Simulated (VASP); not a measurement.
Input:

```xyz
3
Lattice="0.0000 2.3334 2.3334 2.3334 0.0000 2.3334 2.3334 2.3334 0.0000" Properties=species:S:1:pos:R:3 pbc="T T T"
Li     1.1667     1.1667     1.1667
Li     3.5000     3.5000     3.5000
O      0.0000     0.0000     0.0000
```

Level of theory: r2SCAN meta-GGA, VASP's PBE PAW potentials (set 64) (plane waves; VASP). Settings: 520 eV cut-off, 10×10×10 Γ-centred mesh, Gaussian smearing of 0.050 eV, potentials Li_sv O.

### Question
Give the stress tensor in GPa (positive for a compressed cell).

### Answer

```
-5.25   0.00   0.00
 0.00  -5.25   0.00
 0.00   0.00  -5.25
```
The pressure is its mean diagonal, -5.25 GPa.

The compound is Li2O in the antifluorite structure. This cell is one point of a volume scan, at 1.06 of the reference volume.
